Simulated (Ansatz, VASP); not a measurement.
# HfC: VASP beside Ansatz, part 2 of 2

Aim: how closely do two programs agree when they are given the same cell, functional and k mesh? The cell is taken from a series of runs on this material, whose earlier steps may have relaxed, scaled, displaced or heated it; both programs get it as it stands.

VASP 6.6.1 and Ansatz 0.2.0.

So far: Set-up; VASP: zone-centre phonons, LDA.

**3. Ansatz: zone-centre phonons, LDA**

Level of this step: Ansatz beside VASP: Kohn-Sham DFT, plane waves, LDA (Ansatz).

Ansatz runs on its PAW soft_1 files.

The same cell, functional (in two slightly different forms), mesh and smearing now go to Ansatz, which takes its cutoff from its data sets.

input.yaml reads:

```yaml
crystal:
  lattice:
    - [0.0, 2.2827684276, 2.3092363239]
    - [2.2827684276, 0.0, 2.3092363239]
    - [2.2827684276, 2.2827684276, 0.0]
  atoms:
    - { symbol: C, position: [0.0, 0.0, 0.0] }
    - { symbol: Hf, position: [0.5, 0.5, 0.5] }
kpoints:
  mp_grid: { grid: [16, 16, 16] }
hamiltonian:
  xc: lda
  pseudopotentials: { kind: paw, azcp: { folder: soft_1 }, xc_functional: pbe }
scf:
  occupations: { method: methfessel_paxton, width: 0.2 }
output:
  eigenvalues: true
phonons:
  method: dfpt
```

Launch:

```console
$ ansatz run input.yaml --threads 4 --pin off --max-ram 10240MiB --backend cpu --events-out ev --progress --plain --runs-dir out
```

Numbers of over 12 decimals in the logs are rounded to 6 here.

Output:

```text
zone centre: on kpoints.mp_grid the ground state, and the responses unless they are solved on pairs of k-points, stand on 621 of the mesh's 4096 k-points, reduced under 8 symmetry operations, with k and −k counted as one. Each operation leaves every solved displacement unchanged or reverses it
Engine: ansatz 0.2.0, aarch64-unknown-linux-gnu
Pseudopotentials: kind: paw
Pseudopotential: C, paw, valence charge 4, recommended cutoff 420 eV (normal), soft_1/C.paw.azcp
Pseudopotential: Hf, paw, valence charge 26, recommended cutoff 420 eV (normal), soft_1/Hf.paw.azcp
Functional definition: SPW92
  exchange = slater_x
  correlation = pw_c
Crystal: 2 atoms, lattice volume = 24.067 Å³
Basis set: ecut = 420 eV, 475 PW (Γ), exchange–correlation on 48×48×48 points (8 copies of the dense FFT grid, shifted against one another)
Bands: 19, of which v1, the nominal top of the filled ones, is band 15 counted from 1 (14 counted from 0)
Symmetry: 16 space group operations
k-points: 621 of 4096 (irreducible under 8 space group operations)
Non-local potential: C, projectors of the file, l = 0: 2, l = 1: 2, l = 2: 1
Non-local potential: Hf, projectors of the file, l = 0: 3, l = 1: 2, l = 2: 2, l = 3: 3
PAW form: soft (Blöchl's): semilocal exchange-correlation on the pseudo side does not see the compensation charge
PAW frozen core: C, regenerated for the run's functional, and the local potential with it (the file was generated under x = pbe(κ = 0.804, μ = 0.219515), c = pbe(β = 0.066725))
PAW frozen core: Hf, regenerated for the run's functional, and the local potential with it (the file was generated under x = pbe(κ = 0.804, μ = 0.219515), c = pbe(β = 0.066725))
PAW one-centre angular grid: C, 110 points (default); XC on 64 Gauss nodes
PAW one-centre angular grid: Hf, 590 points (default); XC on 64 Gauss nodes
Initial density: superposition of atomic densities (chi_scale 0.1, normalization cell, long waves kept (reshape's long-wave potential 0.00 eV rms))
Initial wavefunctions: pseudopotential atomic-orbital guess
Functional: x = slater, c = lda
SCF iter   1: F=—  HF=-15723.147322 eV  |F-HF|=—  |Δ(HF+E_count)|=         —  Δρ=9.11e-2  dr2=2.69e0  ethr=3.10e-3  ⟨swp⟩=4.9  Hψ=51782  notcnv=0
preconditioner: auto → Kerker (q_TF=auto, 2.830 Å⁻¹)  [metal: Δε(μ)=0.028 eV  Ē_g=17.727 eV  σ=0.200 eV  W_gap=0.12  n_scr=14 (ndim 8)  ℏωp=40.1 eV  f_vac=0.000  D(μ)=0.20/eV (n_scr^D=0)]
SCF iter   2: F=—  HF=-15722.574900 eV  |F-HF|=—  |Δ(HF+E_count)|=   5.72e-1  S|Δr|=    0.00e0  Δρ=3.26e-2  dr2=2.57e-1  ethr=3.10e-3  ⟨swp⟩=2.1  Hψ=20517  notcnv=0
SCF iter   3: F=—  HF=-15722.515746 eV  |F-HF|=—  |Δ(HF+E_count)|=   5.92e-2  S|Δr|=    0.00e0  Δρ=1.38e-2  dr2=2.79e-2  ethr=8.57e-4  ⟨swp⟩=2.0  Hψ=21013  notcnv=0
SCF iter   4: F=—  HF=-15722.508878 eV  |F-HF|=—  |Δ(HF+E_count)|=   6.87e-3  S|Δr|=    0.00e0  Δρ=7.71e-3  dr2=6.91e-3  ethr=9.31e-5  ⟨swp⟩=2.1  Hψ=21131  notcnv=0
SCF iter   5: F=—  HF=-15722.508256 eV  |F-HF|=—  |Δ(HF+E_count)|=   6.23e-4  S|Δr|=    0.00e0  Δρ=1.53e-3  dr2=3.11e-4  ethr=2.30e-5  ⟨swp⟩=2.0  Hψ=17955  notcnv=0
SCF iter   6: F=—  HF=-15722.508175 eV  |F-HF|=—  |Δ(HF+E_count)|=   8.02e-5  S|Δr|=    0.00e0  Δρ=2.70e-4  dr2=1.80e-5  ethr=1.04e-6  ⟨swp⟩=2.7  Hψ=21491  notcnv=0
SCF iter   7: F=—  HF=-15722.508180 eV  |F-HF|=—  |Δ(HF+E_count)|=   4.52e-6  S|Δr|=    0.00e0  Δρ=7.57e-5  dr2=1.02e-6  ethr=5.99e-8  ⟨swp⟩=2.3  Hψ=21639  notcnv=0
SCF iter   8: F=—  HF=-15722.508179 eV  |F-HF|=—  |Δ(HF+E_count)|=   5.84e-7  S|Δr|=    0.00e0  Δρ=1.31e-5  dr2=2.26e-8  ethr=3.39e-9  ⟨swp⟩=2.9  Hψ=23406  notcnv=0
SCF iter   9: F=—  HF=-15722.508179 eV  |F-HF|=—  |Δ(HF+E_count)|=   5.82e-9  S|Δr|=    0.00e0  Δρ=2.44e-6  dr2=9.82e-10  ethr=7.52e-11  ⟨swp⟩=2.8  Hψ=22044  notcnv=0
SCF iter  10: F=—  HF=-15722.508179 eV  |F-HF|=—  |Δ(HF+E_count)|=  7.55e-10  S|Δr|=    0.00e0  Δρ=2.59e-7  dr2=1.33e-11  ethr=3.27e-12  ⟨swp⟩=2.7  Hψ=22761  notcnv=0
SCF iter  11: F=-15722.508179 eV  HF=-15722.508179 eV  |F-HF|=1.82e-12  |Δ(HF+E_count)|=  7.28e-12  S|Δr|=    0.00e0  Δρ=3.69e-8  dr2=1.87e-13  ethr=1.00e-12  ⟨swp⟩=7.8  Hψ=69671  notcnv=0
SCF 1 converged in 11 iterations: F = -15722.508179 eV  dr2 = 1.87e-13
  greatest PAW one-centre occupation: 0.998 electrons in one spin orbital (limit 2), on the Hf atom at site 1 (counted from 0), in its partial waves of l = 3
DFPT response loops at Γ: preconditioner auto → Kerker (q_TF=auto, 2.830 Å⁻¹) (partly filled bands, converged f_vac=0.000); β = 1.00, the filter's whole step (`scf.mixing.beta` (0.50) is not read by the response loops under this deck's `scf.mixing.preconditioner`; to damp them name `kerker` or `kerker_dos`, under which they read `scf.mixing.beta`, and type it under 1.00, their step now; both keys bind the ground state too); Broyden in place of MSR1
SCF converged after 11 iterations
Stability not checked: this state was not tested for a lower state beside it, because cold or Methfessel-Paxton smearing, or corrected tetrahedra, fill the levels in a way that the test cannot read (fill_not_monotonic; see scf.lower_state_search)
Free energy (F): -15722.508179 eV
Harris-Foulkes:  -15722.508179 eV  (|F-HF|=1.82e-12)
Internal energy: -15722.507510 eV  (E = F + TS)
E sigma→0 (E₀):  -15722.508012 eV
Entropy (-TS):   -0.000670 eV (-0.335 meV/atom)
Fermi energy:    19.122545 eV
--- Per-component energies (eV) ---
  E_band       = 84.769439
  E_kinetic    = 496.719834
  E_local      = -6121.818717  (includes V_loc(G=0)·N_el)
  E_nonlocal   = 99.412726
  E_hartree    = 3002.126515
  E_xc         = -312.775230
  E_vxc        = -314.986906  (∫ρ·V_xc dr)
  E_paw        = -7548.529028  (= ΣΔE_a)
  E_vpaw       = -78.810617  (= ΣTr[D̂ρ^β])
  E_aug_tail   = 0.000119  (compensation charges beyond the density's cutoff)
  E_ewald      = -5340.163650
  E_core_change = 2.519920  (= ΣΔE_core)
  E_smearing   = -0.000670  (= −TS)
  E_closure    = -0.000000  (closes the sum)
  Σ components = -15722.508179   (vs F -15722.508179, Δ=0.00e0)
--- Band table (eV; the first three rows and the last of 621) ---
  k-point 0: bands = [... 11 lower, 8.2846, 20.1825, 20.2514, 20.2514, 20.3215, 20.4494, 20.4494, 22.4541]
  k-point 1: bands = [... 11 lower, 8.2844, 19.3851, 19.6108, 19.6774, 20.6325, 20.6930, 21.0135, 22.9925]
  k-point 2: bands = [... 11 lower, 8.2846, 18.3135, 18.7633, 18.8257, 20.9839, 21.0322, 21.4721, 24.1145]
  k-point 620: bands = [... 11 lower, 8.6369, 16.5263, 17.1395, 19.1836, 19.1836, 24.5779, 26.0524, 26.0524]
--- Phonons (Γ-DFPT): 4 representative perturbations + reference, on 621 of 4096 k-points (Σ response iterations 12) ---
  k mesh reduced under 8 symmetry operations, with k and −k counted as one. Each operation leaves every solved displacement unchanged or reverses it
  ASR residual: 1.478e-5 → 0.000e0 eV/Å²; symmetrization residual: 8.986e-7 eV/Å²
  ASR residual per site (eV/Å²): 4.43e-6 1.48e-5
  Γ frequencies (cm⁻¹): 0.00 0.00 0.00 432.82 467.12 467.12
  non-analytic LO–TO correction: not included (Born effective charges unavailable; polar crystals: no LO–TO splitting at Γ)
```

The column dr2 measures how far the density is from self-consistency, as an energy; F and HF (Harris–Foulkes) agree once it is small.

**4. Side by side**

Known differences besides the potentials themselves: the data sets hold 30 valence electrons in Ansatz (on its PAW soft_1 files) and 14 in VASP; the cutoff is 420 eV in Ansatz and 600 eV in VASP; VASP's log shows a relativistic correction to its local exchange, Ansatz's none. Total energies have different zeros and are not compared.

The two programs side by side:

```
                  quantity  Ansatz   VASP  difference
     optical mode 1 (cm⁻¹)   432.8  429.7     +0.72 %
optical mode 2 to 3 (cm⁻¹)   467.1  465.3     +0.38 %
```

Modes are paired by rising frequency, not by their patterns, so a pair may set unlike modes beside each other; they are those without the splitting of longitudinal modes.

**5. What came out**

```
r.m.s. difference of the optical zone-centre modes, each program's sorted by frequency (zone-centre phonons, LDA) : 2.3 cm⁻¹
difference in optical mode 1 (zone-centre phonons, LDA)                                                           : +0.7 %
```

The r.m.s. difference of the optical zone-centre modes, each program's sorted by frequency is 2.3 cm⁻¹ (zone-centre phonons, LDA). The data sets hold unlike numbers of valence electrons (30 in Ansatz and 14 in VASP), so part of the differences comes from the potentials. Among the rows given in per cent, the largest difference of the zone-centre phonons, LDA pair is in optical mode 1, +0.7 %. How closely two codes agree says nothing of how well the functional describes the real material.

[Lines on the potential files, build, host, timing and source positions are cut from VASP's logs without a mark.]

[Logs are printed without paths, hosts, clocks, repeated set-up lines and the standing remarks that a program may print on its own settings, such as how far it seeks lower states.]

[Hosts, paths, dates, database ids (printed as entryN), source tags and the programs' standing remarks are cut or masked in the printed files.]
